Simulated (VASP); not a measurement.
HfO2 (fluorite), at 0.96 of the tabulated volume:

```
HfO2
1.0
    0.00000     2.50567     2.50567
    2.50567     0.00000     2.50567
    2.50567     2.50567     0.00000
Hf O
1 2
Direct
  0.00000   0.00000   0.00000
  0.25000   0.25000   0.25000
  0.75000   0.75000   0.75000
```

The lowest empty band near X, direction across the valley's axis, from PBE with spin-orbit coupling in VASP (PAW); its two spin partners are averaged. The gap over the points computed is 3.88 eV, and the next band on that side lies 1.73 eV away at the edge.

Settings: 520 eV cut-off, 9×9×9 Γ-centred mesh, Gaussian smearing of 0.050 eV, potentials Hf_pv O.

```csv
distance from the edge in k (1/Å),distance in energy (meV)
0.025,3.3
0.035,6.5
0.050,13.2
0.070,25.7
```

Question: Fit E(1 + αE) = ħ²k²/2m* (ħ²/2m0 = 3.810 eV Å²) and predict the row at 0.095 1/Å.

Answer: The rows don't resolve α, so a parabola serves: the electron mass is m* = 0.725 m0, and so 47.4 meV. The run gave 46.9 meV, -0.5 meV from the fit.

Left out are points under 3 meV from the edge, since the levels carry 0.1 meV, and points farther than half the way to the next band.

The compound is HfO2 in the fluorite structure, the high-temperature cubic form, which is unstable at 0 K; the monoclinic form is the stable one. The cell was not relaxed at this level.
